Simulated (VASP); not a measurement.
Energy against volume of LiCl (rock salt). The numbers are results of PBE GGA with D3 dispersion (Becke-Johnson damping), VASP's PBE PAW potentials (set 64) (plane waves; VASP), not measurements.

```csv
V (Å³/atom),E (eV/atom)
14.980,-3.91577
15.458,-3.92164
15.936,-3.92359
16.414,-3.92214
16.893,-3.91785
```

Problem. Fit a third-order Birch-Murnaghan equation of state.

Solution. 
| Quantity | Result |
|---|---|
| volume per atom | 15.96 Å^3/atom |
| bulk modulus | 37.3 GPa |
| pressure derivative of the bulk modulus | 4.28 |
| lattice constant a | 5.035 Å |

The compound is LiCl in the rock salt structure. It was relaxed first, which changed the volume by -6 %.
